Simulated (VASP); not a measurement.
A convergence study with VASP on BP (zinc blende): one setting is varied, all else stays as given below, so the limit is that of these other settings. Each run relaxes cell and ions from the cell shown. The basis is that of the starting cell, so low cut-offs carry a Pulay error.

```
CELL_PARAMETERS angstrom
      0.00000     2.27000     2.27000
      2.27000     0.00000     2.27000
      2.27000     2.27000     0.00000
ATOMIC_POSITIONS crystal
  B  0.00000 0.00000 0.00000
  P  0.25000 0.25000 0.25000
```

The numbers are results of PBEsol GGA, VASP's PBE PAW potentials (set 64) (plane waves; VASP), not measurements. The tightest run used: 800 eV cut-off, 8×8×8 Γ-centred mesh, Gaussian smearing of 0.050 eV, potentials B P.

Gaps are read on the run's mesh, which can miss a band edge.

| setting | relaxed volume (Å³/atom) | E (eV/atom) | gap on the mesh (eV) | plane waves |
|---|---|---|---|---|
| ENCUT = 250 | 11.337 | -6.7989 | 1.099 | 222 |
| ENCUT = 300 | 11.484 | -6.8281 | 1.139 | 290 |
| ENCUT = 350 | 11.540 | -6.8346 | 1.149 | 360 |

Question: These are the cheaper rows. Estimate the results at ENCUT = 800, and how far the last row shown lies from them.

Answer: 
| quantity | tightest run | last row shown is off by |
|---|---|---|
| relaxed volume (Å³/atom) | 11.555 | -0.015 |
| E (eV/atom) | -6.8371 | 0.0024 |
| gap on the mesh (eV) | 1.151 | -0.002 |

Left out are rungs that failed or repeat a setting and relaxations that didn't move; long series are thinned to 24 rows.

The compound is BP in the zinc blende structure.
